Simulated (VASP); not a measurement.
An input for Quantum ESPRESSO's pw.x (written as the equivalent of a VASP run, and not itself run):

```
&CONTROL
  calculation = 'scf'
  pseudo_dir = './pseudo'
  outdir = './out'
  tprnfor = .true.
  tstress = .true.
/
&SYSTEM
  ibrav = 0
  nat = 2
  ntyp = 2
  ecutwfc = 84
  occupations = 'smearing'
  smearing = 'methfessel-paxton'
  degauss = 0.00735
  input_dft = 'pbesol'
/
&ELECTRONS
  conv_thr = 7.3e-09
  electron_maxstep = 100
/
ATOMIC_SPECIES
  Al 26.982 Al.upf
  Ru 101.070 Ru.upf
CELL_PARAMETERS angstrom
     2.9749526   -0.0000000    0.0000000
     0.0000000    2.9749526    0.0000000
    -0.0000000   -0.0000000    2.9749526
ATOMIC_POSITIONS crystal
  Al   0.5000000  0.5000000  0.5000000
  Ru   0.0000000  0.0000000 -0.0504210
K_POINTS automatic
  12 12 12 0 0 0
```

### Question
Translate this input to VASP (INCAR, KPOINTS, POSCAR, choice of POTCAR).

### Answer
One answer among several that fit: 
### INCAR
```
SYSTEM = RuAl
PREC = Accurate; ENCUT = 480; LREAL = .FALSE.
LASPH = .TRUE.
EDIFF = 1E-7; NELM = 100; ALGO = Normal
LMAXMIX = 4
ISMEAR = 1; SIGMA = 0.1
GGA = PS
ISIF = 2
LWAVE = .FALSE.; LCHARG = .FALSE.
```

### POSCAR
```
RuAl
1
    2.9749525975    -0.0000000000     0.0000000000
    0.0000000000     2.9749525975     0.0000000000
   -0.0000000000    -0.0000000000     2.9749525975
Al Ru
1 1
Direct
  0.5000000000   0.5000000000   0.5000000000
  0.0000000000   0.0000000000  -0.0504209715
```

**KPOINTS**
```
Automatic mesh
0
Gamma
12 12 12
0 0 0
```

POTCAR, in this order: Al Ru_pv (PBE.64 set). Program: vasp_std.

Limits of the translation: the potentials are each code's own (VASP's PAW set, PseudoDojo norm-conserving files in pw.x), so ENCUT and ecutwfc are chosen apart and not converted; conv_thr bounds pw.x's estimated SCF error, while EDIFF bounds the energy change between steps.

The compound is RuAl in the CsCl type structure. This cell was strained or had an atom moved on purpose.
